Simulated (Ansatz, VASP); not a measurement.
**Mg2As in VASP and in Ansatz**

INCAR

```
SYSTEM = Mg2As
  ALGO = Fast
  EDIFF = 1E-7
  ENCUT = 520
  GGA = PE
  ISIF = 2
  ISMEAR = 0
  LASPH = .True.
  LCHARG = .False.
  LREAL = .False.
  LWAVE = .False.
  NBANDS = 18
  NELM = 60
  PREC = Accurate
  SIGMA = 0.1
```

Contents of KPOINTS:

```
k-points
0
Gamma
  6 6 6
  0 0 0
```

The input POSCAR:

```
Mg2As
1.0
   -1.9172630000      2.8046120000      5.9547240000
    1.9172630000     -2.8046120000      5.9547240000
    1.9172630000      2.8046120000     -5.9547240000
Mg As
4 2
Direct
    0.8027680000      0.8027680000      0.0000000000
    0.7449590000      0.5000000000      0.2449590000
    0.2550410000      0.5000000000      0.7550410000
    0.1972320000      0.1972320000      0.0000000000
    0.6440050000      0.1440050000      0.5000000000
    0.3559950000      0.8559950000      0.5000000000
```

Input for Ansatz:

```yaml
crystal:
  lattice:
    - [-1.917263, 2.804612, 5.954724]
    - [1.917263, -2.804612, 5.954724]
    - [1.917263, 2.804612, -5.954724]
  atoms:
    - { symbol: Mg, position: [0.802768, 0.802768, 0.0] }
    - { symbol: Mg, position: [0.744959, 0.5, 0.244959] }
    - { symbol: Mg, position: [0.255041, 0.5, 0.755041] }
    - { symbol: Mg, position: [0.197232, 0.197232, 0.0] }
    - { symbol: As, position: [0.644005, 0.144005, 0.5] }
    - { symbol: As, position: [0.355995, 0.855995, 0.5] }
basis:
  ecutwfc: 420
kpoints:
  mp_grid: { grid: [6, 6, 6] }
hamiltonian:
  xc: pbe
scf:
  occupations: { method: gaussian, width: 0.1 }
  lower_state_search: "off"
output:
  forces: true
  stress: true
  eigenvalues: true
```

Alike in both runs: task single point; functional PBE; k mesh 6 × 6 × 6; occupations gaussian, width 0.1 eV; no spin polarisation.

```csv
,VASP,Ansatz
version,VASP 6.6.1,Ansatz 0.2.0
potentials or method,"VASP PAW PBE potentials, release 64 (Mg, As)","scalar-relativistic, plane waves, PAW"
plane-wave cutoff (eV),520,420
valence electrons in the cell,18,70
```

Ansatz gave:

```
gap on the k mesh at the Fermi level (eV)       : none
pressure (GPa)                                  : -0.2
largest component of the traceless stress (GPa) : 0.42
rms of the force components (eV/Å)              : 0.041
```

What did VASP give for the same quantities?

gap on the k mesh at the Fermi level (eV): none; pressure (GPa): -0.3; largest component of the traceless stress (GPa): 0.42; rms of the force components (eV/Å): 0.045.

Atom by atom the forces differ by 0.005 eV/Å (rms over components). A gap of «none» marks a metal or a gap that the smearing closes. With one functional, cell and mesh, what is left measures potentials, basis and numerics. The two sets of potentials don't hold the same shells in valence.
